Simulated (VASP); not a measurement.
# LaGe3Ir under strain, part 4 of 5

Aim: follow the pressure of LaGe3Ir through compression, expansion and shear. All runs use r2SCAN. Left out of this account: 1 further run (self-consistent run: a reference on another mesh). The start is a computed cell from the Materials Project.

VASP 6.6.1; r2SCAN; plane waves and PAW (La, Ge_d, Ir).

Still holding for the runs below: Spin-orbit coupling is off here; with elements this heavy it splits and shifts levels by tenths of an eV or more.

So far, pressure (GPa): step 2 (bands, cell as listed) -0.242; step 3 (cell volume +4.0 %) -4.63; step 4 (cell volume +8.0 %) -8.03.

## 6. Bands, volume times 0.96

The cell is compressed evenly, with fractional positions held.

Input file INCAR:

```
SYSTEM = LaGe3Ir
PREC = Accurate
ENCUT = 410
EDIFF = 1E-06
NELM = 100
ISMEAR = -1
SIGMA = 0.05
LREAL = .FALSE.
ALGO = Normal
METAGGA = R2SCAN
LASPH = .TRUE.
NBANDS = 47
LORBIT = 11
LWAVE = .FALSE.
LCHARG = .FALSE.
KPAR = 4
```

Input file POSCAR:

```
LaGe3Ir
1.0
   -2.1935641004      2.1935641004      4.9834876040
    2.1935641004     -2.1935641004      4.9834876040
    2.1935641004      2.1935641004     -4.9834876040
La Ge Ir
1 3 1
Direct
    0.5785260100      0.5785260100      0.0000000000
    0.3426279300      0.8426279300      0.5000000000
    0.8426279300      0.3426279300      0.5000000000
    0.0004854700      0.0004854700      0.0000000000
    0.2387701500      0.2387701500      0.0000000000
```

Input file KPOINTS:

```
Automatic mesh
0
Gamma
10 10 10
0 0 0
```

Input file KPOINTS_OPT:

```
Line mode
16
Line-mode
Reciprocal
  0.00000000   0.00000000   0.00000000 GAMMA
  0.00000000   0.00000000   0.50000000 X

  0.00000000   0.00000000   0.50000000 X
 -0.09687326   0.09687326   0.50000000 Y

 -0.09687326   0.09687326   0.50000000 Y
 -0.29843663   0.29843663   0.29843663 S

 -0.29843663   0.29843663   0.29843663 S
  0.00000000   0.00000000   0.00000000 GAMMA

  0.00000000   0.00000000   0.00000000 GAMMA
  0.50000000   0.50000000  -0.50000000 Z

  0.50000000   0.50000000  -0.50000000 Z
  0.29843663   0.70156337  -0.29843663 S1

  0.29843663   0.70156337  -0.29843663 S1
  0.00000000   0.50000000   0.00000000 N

  0.00000000   0.50000000   0.00000000 N
  0.25000000   0.25000000   0.25000000 P

  0.25000000   0.25000000   0.25000000 P
  0.50000000   0.50000000  -0.09687326 Y1

  0.50000000   0.50000000  -0.09687326 Y1
  0.50000000   0.50000000  -0.50000000 Z

  0.00000000   0.00000000   0.50000000 X
  0.25000000   0.25000000   0.25000000 P
```

The projector-augmented-wave data sets are La, Ge_d and Ir (PBE family, release 64).

Started as:

```bash
$ mpirun -np 4 vasp_std
```

What it wrote:

```text
[... set-up lines as in an earlier step ...]
 entering main loop
       N       E                     dE             d eps       ncg     rms          rms(c)
DAV:   1     0.525658684043E+03    0.52566E+03   -0.22405E+04 11843   0.289E+03
DAV:   2     0.200866929058E+01   -0.52365E+03   -0.45338E+03  9604   0.711E+02
DAV:   3    -0.126137112110E+03   -0.12815E+03   -0.12175E+03  9931   0.210E+02
DAV:   4    -0.136772995092E+03   -0.10636E+02   -0.10440E+02 13867   0.677E+01
DAV:   5    -0.137372592431E+03   -0.59960E+00   -0.59573E+00 15017   0.154E+01    0.146E+01
DAV:   6    -0.128078382533E+03    0.92942E+01   -0.72442E+00 14738   0.216E+01    0.515E+00
DAV:   7    -0.127592702744E+03    0.48568E+00   -0.22278E+00 13853   0.115E+01    0.379E+00
DAV:   8    -0.127614085722E+03   -0.21383E-01   -0.36584E-01 14027   0.589E+00    0.127E+00
DAV:   9    -0.127599022015E+03    0.15064E-01   -0.14401E-01 14712   0.327E+00    0.511E-01
DAV:  10    -0.127601708313E+03   -0.26863E-02   -0.21464E-02 15014   0.138E+00    0.204E-01
DAV:  11    -0.127601666193E+03    0.42120E-04   -0.25796E-03 15899   0.413E-01    0.105E-01
DAV:  12    -0.127601773328E+03   -0.10713E-03   -0.79372E-04 14700   0.176E-01    0.283E-02
DAV:  13    -0.127601765117E+03    0.82105E-05   -0.86380E-05 14787   0.977E-02    0.126E-02
DAV:  14    -0.127601762211E+03    0.29067E-05   -0.23815E-05 14715   0.423E-02    0.542E-03
DAV:  15    -0.127601762492E+03   -0.28090E-06   -0.29442E-06 12149   0.147E-02
   1 F= -.12760176E+03 E0= -.12759625E+03  d E =-.110248E-01
 Start KPOINTS_OPT (optional k-point list driver)
k-point batch [1-102\176]
       N       E                     dE             ncg
DAV:   1     0.173123792392E+05   -0.98082E+05    11935
DAV:   2    -0.372248865660E+05   -0.54537E+05     9596
DAV:   3    -0.502381559693E+05   -0.13013E+05     9882
DAV:   4    -0.512764720538E+05   -0.10383E+04    13578
DAV:   5    -0.513321549012E+05   -0.55683E+02    15509
DAV:   6    -0.513344891084E+05   -0.23342E+01    15325
DAV:   7    -0.513345649892E+05   -0.75881E-01    15661
DAV:   8    -0.513345683354E+05   -0.33461E-02    15505
DAV:   9    -0.513345684580E+05   -0.12268E-03    14459
DAV:  10    -0.513345684622E+05   -0.41912E-05     7911
DAV:  11    -0.513345684631E+05   -0.84248E-06     6956
k-point batch [103-176\176]
       N       E                     dE             ncg
DAV:   1     0.455200038260E+05   -0.10507E+06     8598
DAV:   2     0.576315496358E+04   -0.39757E+05     6964
DAV:   3    -0.385218523966E+04   -0.96153E+04     7131
DAV:   4    -0.460152904121E+04   -0.74934E+03     9881
DAV:   5    -0.463917511815E+04   -0.37646E+02    11067
DAV:   6    -0.464094097559E+04   -0.17659E+01    11228
DAV:   7    -0.464100108774E+04   -0.60112E-01    11449
DAV:   8    -0.464100335068E+04   -0.22629E-02    11329
DAV:   9    -0.464100343120E+04   -0.80528E-04    10679
DAV:  10    -0.464100343363E+04   -0.24244E-05     5966
DAV:  11    -0.464100343417E+04   -0.54626E-06     5185
```

It took 8.7 min on 4 MPI ranks of Intel Xeon 6975P-C (Granite Rapids), shared host; peak memory 2.5 GiB; 29 min of CPU time.

From OUTCAR (step 6):

```text
   ENCUT  =  410.0 eV  30.13 Ry    5.49 a.u.   9.69  9.69  9.69*2*pi/ulx,y,z

   NELECT =      62.0000    total number of electrons

 E-fermi :   8.8101

 k-point     1 :       0.0000    0.0000    0.0000
  band No.  band energies     occupation
    ...
     28       5.9134      2.00000
     29       7.1553      2.00000
     30       7.1553      2.00000
     31       8.6710      1.88345
     32       8.6710      1.88341
     33      10.3036      0.00000
     34      10.4140      0.00000
     35      11.1091      0.00000
     36      11.1711      0.00000
     37      11.1711      0.00000
    ...

  Total        3.1222105      3.1222105      3.2409665      0.0000000      0.0000000      0.0000000
  in kB       52.1529313     52.1529313     54.1366137      0.0000000      0.0000000      0.0000000
  external PRESSURE =      52.8141587 kB  Pullay stress =       0.0000000 kB

 POSITION                                       TOTAL-FORCE (eV/Angst)
 -----------------------------------------------------------------------------------
      0.00000      0.00000      5.76615        -0.000000     -0.000000      0.097352
      2.19356      0.00000      3.41496         0.000000     -0.000000      0.142932
      0.00000      2.19356      3.41496        -0.000000      0.000000      0.142932
      0.00000      0.00000      0.00484         0.000000      0.000000     -0.238701
      0.00000      0.00000      2.37982        -0.000000     -0.000000     -0.144517
 -----------------------------------------------------------------------------------
    total drift:                                0.000066      0.000066      0.011908

  FREE ENERGIE OF THE ION-ELECTRON SYSTEM (eV)
  ---------------------------------------------------
  free  energy   TOTEN  =      -127.6017624915 eV

  energy  without entropy=     -127.5907376701  energy(sigma->0) =     -127.59625008

[... 3 parts as in an earlier step ...]

[... 13 further parts left out ...]
```

Numbers from this step:

```
SCF cycles              : 15
free energy (TOTEN)     : -127.6018 eV
energy at zero smearing : -127.5963 eV
Fermi energy            : 8.810 eV
pressure                : 5.281 GPa
```

The electronic bands at the labelled points (eV, zero at the Fermi level; # counts the bands kept, so #1 is VASP's band 21):

```
          point     #8     #9    #10    #11    #12   #13   #14   #15
              Γ  -2.90  -1.65  -1.65  -0.14  -0.14  1.49  1.60  2.30
0.53 of the way  -2.26  -2.17  -1.98  -1.31   0.61  1.82  2.19  2.31
              X  -3.18  -3.08  -2.05  -1.89   2.00  2.05  2.29  2.40
0.53 of the way  -3.05  -2.88  -2.09  -1.75   1.93  2.07  2.27  2.38
              Y  -2.97  -2.55  -2.09  -1.53   1.78  2.07  2.21  2.32
0.47 of the way  -3.03  -2.10  -1.25  -1.02   1.01  1.73  2.12  2.17
              S  -2.70  -2.41  -1.54  -0.30   0.81  1.78  2.15  2.22
0.47 of the way  -2.44  -1.98  -1.65  -1.23  -0.82  1.87  2.23  2.34
              Γ  -2.90  -1.65  -1.65  -0.14  -0.14  1.49  1.60  2.30
0.47 of the way  -2.26  -2.26  -1.71   0.67   0.67  1.24  1.53  2.24
              Z  -2.77  -2.42  -0.17   0.92   0.92  1.30  1.64  2.22
0.47 of the way  -2.82  -2.05   0.05   0.45   1.31  1.42  1.60  1.99
             S1  -2.70  -2.41  -1.54  -0.30   0.81  1.78  2.15  2.22
0.53 of the way  -2.75  -2.45  -1.50  -0.55   0.40  1.72  2.16  2.22
              N  -2.87  -2.29  -1.40  -0.64   0.19  1.57  2.13  2.22
0.47 of the way  -2.93  -2.43  -1.79  -0.95   0.98  1.70  2.20  2.24
              P  -3.01  -2.51  -2.51  -1.94   1.53  2.16  2.16  2.40
0.47 of the way  -3.04  -2.78  -2.24  -1.78   1.71  2.08  2.24  2.38
             Y1  -2.97  -2.55  -2.09  -1.53   1.78  2.07  2.21  2.32
0.47 of the way  -3.03  -1.07  -0.52  -0.21   0.32  0.99  1.88  2.09
              Z  -2.77  -2.42  -0.17   0.92   0.92  1.30  1.64  2.22
      jump to X  -3.18  -3.08  -2.05  -1.89   2.00  2.05  2.29  2.40
0.47 of the way  -3.11  -2.91  -2.16  -1.91   1.79  2.07  2.26  2.40
              P  -3.01  -2.51  -2.51  -1.94   1.53  2.16  2.16  2.40
```

Of the projections kept (La, Ge, Ir), the largest for each band there; the rest of the weight can lie on other orbitals:

```
point       #8       #9      #10      #11      #12      #13      #14      #15
    Γ  Ir 0.77  Ir 0.69  Ir 0.69  Ge 0.60  Ge 0.60  Ge 0.66  Ir 0.55  La 0.97
    X  Ir 0.87  Ir 0.50  Ir 0.68  Ir 0.73  La 0.71  La 0.91  La 0.92  La 0.99
    Y  Ir 0.80  Ir 0.55  Ir 0.79  Ir 0.60  La 0.69  La 0.83  La 0.94  La 0.88
    S  Ir 0.48  Ge 0.43  Ge 0.64  Ir 0.49  Ir 0.44  La 0.52  La 0.81  La 0.89
    Γ  Ir 0.77  Ir 0.69  Ir 0.69  Ge 0.60  Ge 0.60  Ge 0.66  Ir 0.55  La 0.97
    Z  Ir 0.49  Ir 0.48  Ge 0.69  La 0.63  La 0.63  La 0.68  La 0.73  La 0.95
```

Force by atom:

```
atom  x (eV/Å)  y (eV/Å)  z (eV/Å)   size
 La1     0.000     0.000     0.097  0.097
 Ge2     0.000     0.000     0.143  0.143
 Ge3     0.000     0.000     0.143  0.143
 Ge4     0.000     0.000    -0.239  0.239
 Ir5     0.000     0.000    -0.145  0.145
```

 The pressure is 5.28 GPa.

For the pressure, step 2 gave -0.242 GPa; this run, with cell volume -4.0 %, gives 5.28 GPa.

## 7. Bands, volume times 0.92

The cell is scaled evenly once more. A prediction first. A parabola through the 4 pressures of evenly scaled cells so far, P = -0.24 -123.4 t +288 t² GPa with t = ln(V/V₁) and V₁ the volume at scale 1, gives 12.05 GPa at t = -0.0834.

INCAR is that of step 6.

Changes to POSCAR since step 6:

```diff
@@ -2,5 +2,5 @@
 1.0
-   -2.1935641004      2.1935641004      4.9834876040
-    2.1935641004     -2.1935641004      4.9834876040
-    2.1935641004      2.1935641004     -4.9834876040
+   -2.1626647155      2.1626647155      4.9132882871
+    2.1626647155     -2.1626647155      4.9132882871
+    2.1626647155      2.1626647155     -4.9132882871
 La Ge Ir
```

KPOINTS is that of step 6.

KPOINTS_OPT is that of step 6.

Started as:

```bash
$ mpirun -np 4 vasp_std
```

What it wrote:

```text
[... set-up lines as in an earlier step ...]
 entering main loop
       N       E                     dE             d eps       ncg     rms          rms(c)
DAV:   1     0.522004783144E+03    0.52200E+03   -0.22251E+04 11842   0.292E+03
DAV:   2     0.355379170922E+00   -0.52165E+03   -0.45188E+03  9596   0.704E+02
DAV:   3    -0.126142427063E+03   -0.12650E+03   -0.12028E+03  9896   0.210E+02
DAV:   4    -0.136555135925E+03   -0.10413E+02   -0.10208E+02 14045   0.674E+01
DAV:   5    -0.137128562045E+03   -0.57343E+00   -0.56986E+00 14669   0.152E+01    0.161E+01
DAV:   6    -0.127815296792E+03    0.93133E+01   -0.68630E+00 14823   0.218E+01    0.519E+00
DAV:   7    -0.127378937944E+03    0.43636E+00   -0.21340E+00 13787   0.118E+01    0.423E+00
DAV:   8    -0.127389568464E+03   -0.10631E-01   -0.34527E-01 14122   0.619E+00    0.121E+00
DAV:   9    -0.127375315649E+03    0.14253E-01   -0.12884E-01 14834   0.320E+00    0.484E-01
DAV:  10    -0.127377773543E+03   -0.24579E-02   -0.21036E-02 14825   0.142E+00    0.185E-01
DAV:  11    -0.127377857156E+03   -0.83613E-04   -0.23876E-03 15704   0.415E-01    0.102E-01
DAV:  12    -0.127377953287E+03   -0.96131E-04   -0.69240E-04 14686   0.178E-01    0.251E-02
DAV:  13    -0.127377947223E+03    0.60645E-05   -0.72312E-05 15195   0.893E-02    0.120E-02
DAV:  14    -0.127377946765E+03    0.45732E-06   -0.21651E-05 15043   0.427E-02    0.502E-03
DAV:  15    -0.127377946729E+03    0.36647E-07   -0.27674E-06 11871   0.134E-02
   1 F= -.12737795E+03 E0= -.12737235E+03  d E =-.111990E-01
 Start KPOINTS_OPT (optional k-point list driver)
k-point batch [1-102\176]
       N       E                     dE             ncg
DAV:   1     0.207280013635E+05   -0.96959E+05    11897
DAV:   2    -0.342526970973E+05   -0.54981E+05     9588
DAV:   3    -0.473347955098E+05   -0.13082E+05     9792
DAV:   4    -0.483794522357E+05   -0.10447E+04    13737
DAV:   5    -0.484346511083E+05   -0.55199E+02    15188
DAV:   6    -0.484370522721E+05   -0.24012E+01    15508
DAV:   7    -0.484371390495E+05   -0.86777E-01    15333
DAV:   8    -0.484371427742E+05   -0.37248E-02    15758
DAV:   9    -0.484371429163E+05   -0.14204E-03    14673
DAV:  10    -0.484371429225E+05   -0.61859E-05     7977
DAV:  11    -0.484371429235E+05   -0.10368E-05     6822
DAV:  12    -0.484371429239E+05   -0.43717E-06     6831
k-point batch [103-176\176]
       N       E                     dE             ncg
DAV:   1     0.476365660745E+05   -0.10405E+06     8500
DAV:   2     0.793438908160E+04   -0.39702E+05     6956
DAV:   3    -0.160944602690E+04   -0.95438E+04     7117
DAV:   4    -0.235121439475E+04   -0.74177E+03     9916
DAV:   5    -0.238792052192E+04   -0.36706E+02    10903
DAV:   6    -0.238975452354E+04   -0.18340E+01    11298
DAV:   7    -0.238982058149E+04   -0.66058E-01    11302
DAV:   8    -0.238982284991E+04   -0.22684E-02    11426
DAV:   9    -0.238982292589E+04   -0.75982E-04    10371
DAV:  10    -0.238982292827E+04   -0.23785E-05     5890
DAV:  11    -0.238982292883E+04   -0.55446E-06     5067
```

The job ended after 7.9 min (4 MPI ranks; peak memory 2.4 GiB).

OUTCAR, selected parts (step 7):

```text
   ENCUT  =  410.0 eV  30.13 Ry    5.49 a.u.   9.56  9.56  9.56*2*pi/ulx,y,z

   NELECT =      62.0000    total number of electrons

 E-fermi :   9.3386

 k-point     1 :       0.0000    0.0000    0.0000
  band No.  band energies     occupation
    ...
     28       6.3305      2.00000
     29       7.5800      2.00000
     30       7.5800      2.00000
     31       9.1939      1.89509
     32       9.1939      1.89505
     33      10.9239      0.00000
     34      11.0574      0.00000
     35      11.7459      0.00000
     36      11.8356      0.00000
     37      11.8356      0.00000
    ...

  Total        6.8735879      6.8735879      7.2426232      0.0000000      0.0000000      0.0000000
  in kB      119.8073458    119.8073458    126.2396684      0.0000000      0.0000000      0.0000000
  external PRESSURE =     121.9514533 kB  Pullay stress =       0.0000000 kB

 POSITION                                       TOTAL-FORCE (eV/Angst)
 -----------------------------------------------------------------------------------
      0.00000      0.00000      5.68493         0.000000      0.000000      0.186381
      2.16266      0.00000      3.36686         0.000000     -0.000000      0.322441
      0.00000      2.16266      3.36686        -0.000000      0.000000      0.322441
      0.00000      0.00000      0.00477         0.000000      0.000000     -0.511036
      0.00000      0.00000      2.34629        -0.000000     -0.000000     -0.320227
 -----------------------------------------------------------------------------------
    total drift:                                0.000056      0.000056     -0.007416

  FREE ENERGIE OF THE ION-ELECTRON SYSTEM (eV)
  ---------------------------------------------------
  free  energy   TOTEN  =      -127.3779467288 eV

  energy  without entropy=     -127.3667476871  energy(sigma->0) =     -127.37234721

[... 3 parts as in an earlier step ...]

[... 13 further parts left out ...]
```

Numbers from this step:

- free energy (TOTEN): -127.3779 eV
- energy at zero smearing: -127.3723 eV
- Fermi energy: 9.339 eV
- pressure: 12.20 GPa

(Part 4 of 5 ends here.)

[Lines on the potential files, build, host, timing and source positions are cut from VASP's logs without a mark.]

[Logs are printed without paths, hosts, clocks, repeated set-up lines and the standing remarks that a program may print on its own settings, such as how far it seeks lower states.]

[Hosts, paths, dates, database ids (printed as entryN), source tags and the programs' standing remarks are cut or masked in the printed files.]

[A measured line is paired with the nearest computed mode of its activity, which favours agreement.]
